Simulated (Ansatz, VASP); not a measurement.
# Cross-check of LaScSe3 between VASP and Ansatz, part 2 of 2

Aim: how closely do two programs agree when they are given the same cell, functional and k mesh? The cell is generated by rule, not measured, and may not be a known phase. The cell is taken from a series of runs on this material, whose earlier steps may have relaxed, scaled, displaced or heated it; both programs get it as it stands.

VASP 6.6.1 and Ansatz 0.2.0.

So far: Starting point; VASP: relaxation of cell and atoms, PBE, pair 1.

## 3. Ansatz: relaxation of cell and atoms, PBE, pair 1

Level of this step: Ansatz beside VASP: Kohn-Sham DFT, plane waves, PBE (Ansatz).

Ansatz runs on its PAW soft_1 files.

The same cell, functional and mesh now go to Ansatz, which takes its cutoff from its data sets.

input.yaml

```yaml
crystal:
  lattice:
    - [7.0873115576, 0.0, 0.0]
    - [0.0, 7.0873115576, 0.0]
    - [0.0, 0.0, 5.2451826179]
  atoms:
    - { symbol: La, position: [0.5, 0.0, 0.0] }
    - { symbol: La, position: [0.0, 0.5, 0.0] }
    - { symbol: Sc, position: [0.0, 0.0, 0.5] }
    - { symbol: Sc, position: [0.5, 0.5, 0.5] }
    - { symbol: Se, position: [0.8337700974, 0.3337700974, 0.5] }
    - { symbol: Se, position: [0.1662299026, 0.6662299026, 0.5] }
    - { symbol: Se, position: [0.6662299026, 0.8337700974, 0.5] }
    - { symbol: Se, position: [0.3337700974, 0.1662299026, 0.5] }
    - { symbol: Se, position: [0.0, 0.0, 0.0] }
    - { symbol: Se, position: [0.5, 0.5, 0.0] }
kpoints:
  mp_grid: { grid: [6, 6, 8] }
hamiltonian:
  xc: pbe
  pseudopotentials: { kind: paw, azcp: { folder: soft_1 } }
scf:
  occupations: { method: fixed }
output:
  forces: true
  stress: true
  eigenvalues: true
relax:
  adjacent_minimum: "off"
  f_tol: 0.001
  max_steps: 60
  cell: { stress_tol: 0.01 }
```

On the command line:

```sh
> ansatz run input.yaml --threads 4 --pin off --max-ram 16384MiB --backend cpu --events-out ev --progress --plain --runs-dir out
```

Numbers of over 12 decimals in the logs are rounded to 6 here.

Output:

```text
Engine: ansatz 0.2.0, aarch64-unknown-linux-gnu
Pseudopotentials: kind: paw
Pseudopotential: La, paw, valence charge 11, recommended cutoff 420 eV (normal), soft_1/La.paw.azcp
Pseudopotential: Sc, paw, valence charge 11, recommended cutoff 420 eV (normal), soft_1/Sc.paw.azcp
Pseudopotential: Se, paw, valence charge 16, recommended cutoff 420 eV (normal), soft_1/Se.paw.azcp
Functional definition: PBE
  parameter kappa = 0.804
  parameter beta = 0.066725
  exchange = pbe_x(kappa = kappa, mu = beta*pi^2/3)
  correlation = pbe_c(beta = beta)
Crystal: 10 atoms, lattice volume = 263.465 Å³
Basis set: ecut = 420 eV, 5149 PW (Γ), exchange–correlation on 96×96×72 points (8 copies of the dense FFT grid, shifted against one another)
Bands: 84, of which v1, the nominal top of the filled ones, is band 70 counted from 1 (69 counted from 0)
Symmetry: 16 space group operations
Space group: P4/mbm (ITA 127), of the structure as read, at distance tolerance 6.4e-5 Å
k-points: 50 of 288
Non-local potential: La, projectors of the file, l = 0: 3, l = 1: 2, l = 2: 2, l = 3: 3
Non-local potential: Sc, projectors of the file, l = 0: 3, l = 1: 2, l = 2: 3, l = 3: 1
Non-local potential: Se, projectors of the file, l = 0: 2, l = 1: 2, l = 2: 3, l = 3: 1
PAW form: soft (Blöchl's): semilocal exchange-correlation on the pseudo side does not see the compensation charge
PAW one-centre angular grid: La, 590 points (default); XC on 64 Gauss nodes
PAW one-centre angular grid: Sc, 590 points (default); XC on 64 Gauss nodes
PAW one-centre angular grid: Se, 590 points (default); XC on 64 Gauss nodes
Initial density: superposition of atomic densities (chi_scale 0.1, normalization cell, long waves kept (reshape's long-wave potential 0.00 eV rms))
Initial wavefunctions: pseudopotential atomic-orbital guess
Functional: x = pbe(κ = 0.804, μ = 0.219515), c = pbe(β = 0.066725)
SCF iter   1: F=—  HF=-49608.012975 eV  |F-HF|=—  |Δ(HF+E_count)|=         —  Δρ=8.81e-2  dr2=3.70e1  ethr=3.10e-3  ⟨swp⟩=3.1  Hψ=12796  notcnv=0  defer=97
preconditioner: auto → Resta (q_TF=auto, 2.455 Å⁻¹)  ε∞=13.5  [insulator: Δε(μ)=0.000 eV  Ē_g=4.478 eV  n_scr=64 (ndim 8)  ℏωp=15.8 eV  f_vac=0.000  ε∞_Penn≈13.5]
SCF iter   2: F=—  HF=-49605.200351 eV  |F-HF|=—  |Δ(HF+E_count)|=    2.81e0  Δρ=3.64e-2  dr2=3.44e0  ethr=3.10e-3  ⟨swp⟩=4.4  Hψ=9915  notcnv=0  defer=530
SCF iter   3: F=—  HF=-49604.372467 eV  |F-HF|=—  |Δ(HF+E_count)|=   8.28e-1  Δρ=2.39e-2  dr2=1.47e0  ethr=2.46e-3  ⟨swp⟩=3.2  Hψ=5708  notcnv=0  defer=552
SCF iter   4: F=—  HF=-49604.088167 eV  |F-HF|=—  |Δ(HF+E_count)|=   2.84e-1  Δρ=1.15e-2  dr2=5.76e-1  ethr=1.05e-3  ⟨swp⟩=3.4  Hψ=8540  notcnv=0  defer=266
SCF iter   5: F=—  HF=-49603.996991 eV  |F-HF|=—  |Δ(HF+E_count)|=   9.12e-2  Δρ=5.76e-3  dr2=1.46e-1  ethr=4.11e-4  ⟨swp⟩=3.4  Hψ=5793  notcnv=0  defer=415
SCF iter   6: F=—  HF=-49603.972137 eV  |F-HF|=—  |Δ(HF+E_count)|=   2.49e-2  Δρ=1.63e-3  dr2=1.00e-2  ethr=1.05e-4  ⟨swp⟩=4.0  Hψ=7032  notcnv=0  defer=536
SCF iter   7: F=—  HF=-49603.971655 eV  |F-HF|=—  |Δ(HF+E_count)|=   4.82e-4  Δρ=3.74e-4  dr2=6.40e-4  ethr=7.16e-6  ⟨swp⟩=4.0  Hψ=6908  notcnv=0  defer=595
SCF iter   8: F=—  HF=-49603.971737 eV  |F-HF|=—  |Δ(HF+E_count)|=   8.12e-5  Δρ=3.07e-4  dr2=4.16e-4  ethr=4.57e-7  ⟨swp⟩=2.0  Hψ=7583  notcnv=0  defer=584
SCF iter   9: F=—  HF=-49603.971651 eV  |F-HF|=—  |Δ(HF+E_count)|=   8.61e-5  Δρ=1.55e-4  dr2=1.02e-4  ethr=2.97e-7  ⟨swp⟩=2.6  Hψ=7609  notcnv=0  defer=598
SCF iter  10: F=—  HF=-49603.971632 eV  |F-HF|=—  |Δ(HF+E_count)|=   1.84e-5  Δρ=2.63e-5  dr2=2.82e-6  ethr=7.25e-8  ⟨swp⟩=2.6  Hψ=6121  notcnv=0  defer=598
SCF iter  11: F=—  HF=-49603.971690 eV  |F-HF|=—  |Δ(HF+E_count)|=   5.77e-5  Δρ=8.70e-6  dr2=2.90e-7  ethr=2.01e-9  ⟨swp⟩=2.0  Hψ=7069  notcnv=0  defer=340
SCF iter  12: F=-49603.971690 eV  HF=-49603.971690 eV  |F-HF|=1.02e-8  |Δ(HF+E_count)|=   1.07e-7  Δρ=3.10e-6  dr2=4.60e-8  ethr=7.14e-11  ⟨swp⟩=12.8  Hψ=21892  notcnv=0
SCF 1 converged in 12 iterations: F = -49603.971690 eV  dr2 = 4.60e-8
  greatest PAW one-centre occupation: 1.000 electrons in one spin orbital (limit 2), on the Se atom at site 7 (counted from 0), in its partial waves of l = 2
relax step   1: F+E_penalty+E_count = -49603.97168998 eV  Δ(F+E_penalty+E_count) = +0.000e0 eV  max|allowed force component| = 8.036e-5 eV/Å  Δτ_max = 0.0000 Å  P = +0.012 GPa  Ω = 263.465 Å³  (12 SCF iters, dr2 threshold 1.00e-7 eV, accepted)
[...]
relax step   3: F+E_penalty+E_count = -49603.97169287 eV  Δ(F+E_penalty+E_count) = -2.391e-6 eV  max|allowed force component| = 1.285e-4 eV/Å  Δτ_max = 0.0000 Å  P = -0.001 GPa  Ω = 263.504 Å³  energy of the carried Pulay correction = -1.440e-6 eV  (5 SCF iters, dr2 threshold 2.75e-10 eV, accepted)
[...]
relax step   4: F+E_penalty+E_count = -49603.97169330 eV  Δ(F+E_penalty+E_count) = -4.279e-7 eV  max|allowed force component| = 1.293e-4 eV/Å  Δτ_max = 0.0000 Å  P = -0.001 GPa  Ω = 263.504 Å³  stress off target by 1.55e-3 GPa  SCF on the basis re-selected at this cell (its energy is not comparable with the rows above)  (5 SCF iters)
basis re-selected at this cell: Δ(F+E_penalty+E_count) = -4.279e-7 eV, ΔP = +0.000 GPa vs the last step (what re-selecting the basis moved, of the pressure what is left beyond the Pulay correction that the steps carried, after the strain that the cell walked since its last selection, with what the two solves' SCF thresholds leave and, on support functions, any second-order correction that the steps lacked; it is no m [...]
SCF converged after 5 iterations
Free energy (F): -49603.971693 eV
Harris-Foulkes:  -49603.971693 eV  (|F-HF|=1.46e-11)
Internal energy: -49603.971693 eV  (E = F + TS)
E sigma→0 (E₀):  -49603.971693 eV
Fermi energy:    9.232276 eV
--- Per-component energies (eV) ---
  E_band       = -2637.510738
  E_kinetic    = 1449.600368
  E_local      = -19064.801277  (includes V_loc(G=0)·N_el)
  E_nonlocal   = -1666.785192
  E_hartree    = 9657.093983
  E_xc         = -971.123559
  E_vxc        = -1047.453090  (∫ρ·V_xc dr)
  E_paw        = -25596.765906  (= ΣΔE_a)
  E_vpaw       = -1622.257348  (= ΣTr[D̂ρ^β])
  E_aug_tail   = -0.002088  (compensation charges beyond the density's cutoff)
  E_ewald      = -13411.188023
  E_smearing   = -0.000000  (= −TS)
  E_closure    = -0.000000  (closes the sum)
  Σ components = -49603.971693   (vs F -49603.971693, Δ=0.00e0)
--- Forces (eV/Å), atoms counted from 1 ---
  atom   1  La     0.00000000    -0.00000000     0.00000000
  atom   2  La     0.00000000     0.00000000     0.00000000
  atom   3  Sc     0.00000000     0.00000000     0.00000000
  atom   4  Sc     0.00000000     0.00000000     0.00000000
  atom   5  Se    -0.00012929    -0.00012929     0.00000000
  atom   6  Se     0.00012929     0.00012929     0.00000000
  atom   7  Se     0.00012929    -0.00012929     0.00000000
  atom   8  Se    -0.00012929     0.00012929     0.00000000
  atom   9  Se     0.00000000     0.00000000     0.00000000
  atom  10  Se     0.00000000    -0.00000000     0.00000000
  max |Σ_I F_I| component: 3.25e-19 eV/Å
--- Stress (GPa, compression-positive) ---
       -0.001553       0.000000       0.000000
        0.000000      -0.001553       0.000000
        0.000000       0.000000       0.000504
  P = ⅓ Tr σ = -0.0009 GPa (-0.009 kbar)
--- Band table (eV; the first three rows and the last of 50) ---
  k-point 0: bands = [... 66 lower, 7.9020, 8.5778, 9.2323, 9.2323, 9.7959, 9.7959, 10.0559, 10.5000, ... 10 higher]
  k-point 1: bands = [... 66 lower, 7.6662, 8.1333, 9.1826, 9.1826, 10.0854, 10.0854, 10.1955, 10.5100, ... 10 higher]
  k-point 2: bands = [... 66 lower, 7.7341, 7.7341, 9.0785, 9.0785, 10.3611, 10.4893, 10.4893, 10.5300, ... 10 higher]
  k-point 49: bands = [... 66 lower, 7.7225, 7.7225, 7.8552, 7.8552, 10.5138, 10.5138, 10.5953, 10.5953, ... 10 higher]
--- Relaxed structure (3 steps of the walk, 3 accepted, 1 SCFs on fresh bases) ---
  F+E_penalty+E_count = -49603.97169330 eV   max|allowed force component| = 1.293e-4 eV/Å   (the final SCF, on the basis selected at the relaxed cell)
  cell:  # Å, volume = 263.5040 Å³
    - [7.087142, 0.0, 0.0]
    - [0.0, 7.087142, 0.0]
    - [0.0, 0.0, 5.246202]
  atoms:
    - { symbol: La, position: [0.5, 0, 0.0] }
    - { symbol: La, position: [0, 0.5, 0.0] }
    - { symbol: Sc, position: [0, 0, 0.5] }
    - { symbol: Sc, position: [0.5, 0.5, 0.5] }
    - { symbol: Se, position: [0.833787, 0.333787, 0.5] }
    - { symbol: Se, position: [0.166213, 0.666213, 0.5] }
    - { symbol: Se, position: [0.666213, 0.833787, 0.5] }
    - { symbol: Se, position: [0.333787, 0.166213, 0.5] }
    - { symbol: Se, position: [0, 0, 0.0] }
    - { symbol: Se, position: [0.5, 0.5, 0.0] }
```

## 4. Differences

Known differences besides the potentials themselves: fixed occupations in Ansatz, narrow Gaussian smearing in VASP; the data sets hold 140 valence electrons in Ansatz (on its PAW soft_1 files) and 80 in VASP; the cutoff is 420 eV in Ansatz and 500 eV in VASP; Ansatz adds a Pulay correction to the stress that steers its cell, VASP none. Total energies have different zeros and are not compared.

Both answers:

| quantity | Ansatz | VASP | difference |
| --- | --- | --- | --- |
| volume (Å³) | 263.50 | 263.96 | -0.17 % |
| edge a after relaxation, in the typed setting (Å) | 7.087 | 7.093 | -0.08 % |
| edge c after relaxation, in the typed setting (Å) | 5.246 | 5.247 | -0.02 % |

## 5. VASP: relaxation of cell and atoms, PBE, pair 2

The relaxed volume is the usual yardstick between codes: in a stiff, nearly cubic crystal its relative difference is about their pressure difference at one cell divided by the bulk modulus.

INCAR

```
SYSTEM = LaScSe3
PREC = Accurate
ENCUT = 500
EDIFF = 1E-07
NELM = 200
ISMEAR = 0
SIGMA = 0.01
LREAL = .FALSE.
ALGO = Normal
GGA = PE
NBANDS = 50
LASPH = .TRUE.
LORBIT = 11
LWAVE = .FALSE.
LCHARG = .FALSE.
ISIF = 3
IBRION = 2
NSW = 80
EDIFFG = -0.005
GGA_COMPAT = .FALSE.
NELMIN = 4
EFERMI = MIDGAP
LMAXMIX = 6
KPAR = 2
```

POSCAR

```
LaScSe3
1.0
    5.1171790000      5.1171790000      0.0000000000
    5.1171790000      0.0000000000      5.1171790000
    5.1171790000      0.0000000000     -5.1171790000
La Sc Se
2 2 6
Direct
    0.0000000000      0.5000000000      0.5000000000
    0.0000000000      0.0000000000      0.0000000000
    0.4999999023      0.2500000489      0.7499999511
    0.4999999023      0.7499999511      0.2500000489
    0.5829098415      0.4999999023      0.4999999023
    0.4170901585      0.0000000000      0.0000000000
    0.0000000000      0.9170901585      0.5000000000
    0.0000000000      0.5829098415      0.0000000000
    0.5829098415      0.4170901585      0.0000000000
    0.4170901585      0.0829098415      0.5000000000
```

KPOINTS

```
Automatic mesh
0
Gamma
6 6 6
0 0 0
```

PAW data sets: La, Sc_sv and Se (PBE family, release 64).

On the command line:

```sh
> mpirun -np 2 vasp_std
```

Output:

```text
[... set-up lines as in an earlier step ...]
 entering main loop
       N       E                     dE             d eps       ncg     rms          rms(c)
DAV:   1     0.111295984004E+04    0.11130E+04   -0.29784E+04  3200   0.182E+03
DAV:   2     0.189631986076E+03   -0.92333E+03   -0.88176E+03  4288   0.507E+02
DAV:   3    -0.218621651653E+02   -0.21149E+03   -0.20236E+03  5246   0.264E+02
DAV:   4    -0.616271211064E+02   -0.39765E+02   -0.38154E+02  5320   0.884E+01
[...]
DAV:  13    -0.607085862163E+02   -0.55875E-05   -0.62515E-05  5440   0.572E-02    0.562E-03
DAV:  14    -0.607085871555E+02   -0.93918E-06   -0.63406E-06  6088   0.163E-02    0.177E-03
DAV:  15    -0.607085872155E+02   -0.59978E-07   -0.92278E-07  4704   0.659E-03
   1 F= -.60708587E+02 E0= -.60708587E+02  d E =-.607086E+02
[... from here on, the cycles between the ionic steps are left out ...]
   2 F= -.60803955E+02 E0= -.60803955E+02  d E =-.953683E-01
   3 F= -.60979171E+02 E0= -.60979171E+02  d E =-.270584E+00
   4 F= -.60996724E+02 E0= -.60996724E+02  d E =-.288137E+00
   5 F= -.60997069E+02 E0= -.60997069E+02  d E =-.288482E+00
   6 F= -.61010411E+02 E0= -.61010411E+02  d E =-.133416E-01
   7 F= -.61010927E+02 E0= -.61010927E+02  d E =-.138583E-01
   8 F= -.61009828E+02 E0= -.61009828E+02  d E =0.109929E-02
   9 F= -.61011305E+02 E0= -.61011305E+02  d E =-.377206E-03
  10 F= -.61011305E+02 E0= -.61011305E+02  d E =-.377135E-03
  11 F= -.61011337E+02 E0= -.61011337E+02  d E =-.321151E-04
 trial-energy change:   -0.000032  1 .order   -0.000031   -0.000042   -0.000021
 step:   2.9259(harm=  3.3647)  dis= 0.00049  next Energy=   -61.011345 (dE=-0.400E-04)
 reached required accuracy - stopping structural energy minimisation
```

OUTCAR, selected parts (step 5):

```text
  Total       -0.0064005     -0.0064005     -0.0064005     -0.0083234      0.0083234     -0.0083234
  in kB       -0.0385141     -0.0385141     -0.0385141     -0.0500852      0.0500852     -0.0500852
  external PRESSURE =      -0.0385141 kB  Pullay stress =       0.0000000 kB

 POSITION                                       TOTAL-FORCE (eV/Angst)
 -----------------------------------------------------------------------------------
      5.10923      0.12515      0.12515         0.000000      0.000000     -0.000000
      0.00000      0.00000      0.00000         0.000000      0.000000     -0.000000
      7.66385      2.80492     -2.42946         0.000000      0.000000     -0.000000
      7.78900      2.67977      2.67977         0.000000      0.000000     -0.000000
      8.26209      3.27802      0.12515        -0.003241     -0.003241     -0.000000
      2.08153      2.08153     -0.00000         0.003241      0.003241     -0.000000
      7.19076      0.12515      2.20668         0.003241      0.000000      0.003241
      3.15286      0.00000      3.15286        -0.003241      0.000000     -0.003241
      5.23439      3.15286      2.08153         0.000000     -0.003241      0.003241
      5.10923      2.20668     -1.95637         0.000000      0.003241     -0.003241
 -----------------------------------------------------------------------------------
    total drift:                                0.001611      0.001169      0.000004

  FREE ENERGIE OF THE ION-ELECTRON SYSTEM (eV)
  ---------------------------------------------------
  free  energy   TOTEN  =       -61.0113366748 eV

  energy  without entropy=      -61.0113366748  energy(sigma->0) =      -61.01133667

[... 1 part as in an earlier step ...]

[... 3 further parts left out ...]
[key lines of the parts left out:]
E-fermi :   5.2280
```

## 6. Ansatz: relaxation of cell and atoms, PBE, pair 2

The same cell, functional and mesh now go to Ansatz, which takes its cutoff from its data sets.

The cell is taken from a series of runs on this material, whose earlier steps may have relaxed, scaled, displaced or heated it; both programs get it as it stands.

input.yaml

```yaml
crystal:
  lattice:
    - [5.1171789167, 5.1171789167, 0.0]
    - [5.1171789167, 0.0, 5.1171789167]
    - [5.1171789167, 0.0, -5.1171789167]
  atoms:
    - { symbol: La, position: [0.0, 0.5, 0.5] }
    - { symbol: La, position: [0.0, 0.0, 0.0] }
    - { symbol: Sc, position: [0.5, 0.25, 0.75] }
    - { symbol: Sc, position: [0.5, 0.75, 0.25] }
    - { symbol: Se, position: [0.5829097586, 0.5, 0.5] }
    - { symbol: Se, position: [0.4170902414, 0.0, 0.0] }
    - { symbol: Se, position: [0.0, -0.0829097586, 0.5] }
    - { symbol: Se, position: [0.0, 0.5829097586, 0.0] }
    - { symbol: Se, position: [0.5829097586, 0.4170902414, 0.0] }
    - { symbol: Se, position: [0.4170902414, 0.0829097586, 0.5] }
kpoints:
  mp_grid: { grid: [6, 6, 6] }
hamiltonian:
  xc: pbe
  pseudopotentials: { kind: paw, azcp: { folder: soft_1 } }
scf:
  occupations: { method: fixed }
output:
  forces: true
  stress: true
  eigenvalues: true
relax:
  adjacent_minimum: "off"
  f_tol: 0.002
  max_steps: 120
  cell: { stress_tol: 0.03 }
```

On the command line:

```sh
> ansatz run input.yaml --threads 4 --pin off --max-ram 16384MiB --backend cpu --events-out ev --progress --plain --runs-dir out
```

Output:

```text
[...]
Crystal: 10 atoms, lattice volume = 267.992 Å³
Basis set: ecut = 420 eV, 5209 PW (Γ), exchange–correlation on 100×100×100 points (8 copies of the dense FFT grid, shifted against one another)
Bands: 84, of which v1, the nominal top of the filled ones, is band 70 counted from 1 (69 counted from 0)
Symmetry: 12 space group operations
[...]
k-points: 32 of 216
[...]
- { symbol: Sc, position: [0.5, 0.750000, 0.250000] }
    - { symbol: Se, position: [0.601818, 0.500000, 0.500000] }
    - { symbol: Se, position: [0.398182, -6.02903788266977e-19, 6.661073131018291e-19] }
    - { symbol: Se, position: [-6.938893903907228e-18, -0.101818, 0.5] }
    - { symbol: Se, position: [3.469446951953614e-18, 0.601818, 0.0] }
    - { symbol: Se, position: [0.601818, 0.398182, -5.551115123125783e-17] }
    - { symbol: Se, position: [0.398182, 0.101818, 0.5] }
[key lines of the parts left out:]
SCF converged after 8 iterations
Free energy (F): -49604.518963 eV
Fermi energy:    9.072719 eV
P = ⅓ Tr σ = -0.0014 GPa (-0.014 kbar)
```

## 7. Differences

What differs besides the data sets and the points named for the pairs above, as far as they apply: the data sets hold 140 valence electrons in Ansatz (on its PAW soft_1 files) and 80 in VASP. Total energies have different zeros and are not compared.

Compared:

| quantity | Ansatz | VASP | difference |
| --- | --- | --- | --- |
| volume (Å³) | 265.80 | 266.26 | -0.17 % |
| edge a after relaxation, in the typed setting (Å) | 7.397 | 7.402 | -0.08 % |
| edge c after relaxation, in the typed setting (Å) | 7.050 | 7.053 | -0.04 % |

## 8. Results

| Quantity | Value |
| --- | --- |
| difference in volume (relaxation of cell and atoms, PBE, pair 1) | -0.17 % |
| difference in volume (relaxation of cell and atoms, PBE, pair 2) | -0.17 % |

The difference in volume is -0.17 % (relaxation of cell and atoms, PBE, pair 1), within the 1.2 % picked in this series as the mark of a large difference, as far as the stopping tolerances let one tell. The data sets hold unlike numbers of valence electrons (140 in Ansatz and 80 in VASP), so part of the differences comes from the potentials. 1 further run of this series is not shown here. Such differences can come from data sets, numerical settings and the points named under the comparisons, not from the functional's error against experiment.

[Lines on the potential files, build, host, timing and source positions are cut from VASP's logs without a mark.]

[Logs are printed without paths, hosts, clocks, repeated set-up lines and the standing remarks that a program may print on its own settings, such as how far it seeks lower states.]

[Hosts, paths, dates, database ids (printed as entryN), source tags and the programs' standing remarks are cut or masked in the printed files.]
